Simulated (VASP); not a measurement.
A VASP calculation is set up with these files.

File POSCAR:
```
HgTe
1.0
  0.0000000000   3.1837820000   3.2915700000
  3.3232300000   0.0000000000   3.2915700000
  3.3232300000   3.1837820000   0.0000000000
Hg Te
1 1
Cartesian
  0.0000000000   0.0000000000   0.0000000000
  1.6931458062   1.5918910000   1.6457850000
```

**INCAR**
```
LCHARG = .False.
GGA = PE   # PBE
SYSTEM = HgTe
SIGMA = 0.05   # width (eV)
ALGO = Normal   # blocked Davidson
NELM = 100   # most electronic steps
ENCUT = 400   # plane-wave cut-off (eV)
ISIF = 2
LREAL = .False.   # projection in real space or not
ISMEAR = 0   # Gaussian
PREC = Accurate
LASPH = .True.   # aspherical one-centre terms
LWAVE = .False.
LMAXMIX = 6   # l cut-off of mixed one-centre charges
NBANDS = 10
EDIFF = 1E-6
```

### KPOINTS
```
Regular mesh
0
Gamma
6 6 6
```

POTCAR, in this order: Hg Te (PBE.64 set). Program: vasp_std.

### Question
Write an equivalent input for Ansatz.

### Answer
One equivalent input (not run):
Ansatz 0.2 input:
```yaml
crystal:
  lattice:
    - [0.0000000, 3.1837820, 3.2915700]
    - [3.3232300, 0.0000000, 3.2915700]
    - [3.3232300, 3.1837820, 0.0000000]
  atoms:
    - { symbol: Hg, position: [0.0000000, 0.0000000, 0.0000000] }
    - { symbol: Te, position: [0.2452560, 0.2547440, 0.2547440] }
kpoints:
  mp_grid: { grid: [6, 6, 6] }
hamiltonian:
  xc: pbe
  pseudopotentials: { kind: paw }
scf:
  occupations: { method: gaussian, width: 0.05 }
  max_iter: 100
output: { forces: true, stress: true, eigenvalues: true }
```
Limits of the translation: each code has its own PAW files, so the cut-off isn't converted (ENCUT is set for VASP's; basis.ecutwfc is left out, and Ansatz then takes the one that its files recommend); Ansatz stops its SCF on the density residual and VASP on the energy change (EDIFF); the number of bands isn't carried over, since the valence differs with the files.

The compound is HgTe in the zinc blende structure. The cell was not relaxed at this level, atoms are displaced from their ideal sites. The run is one of a series of settings (NBANDS = 10 against the base run), some of them coarse on purpose.
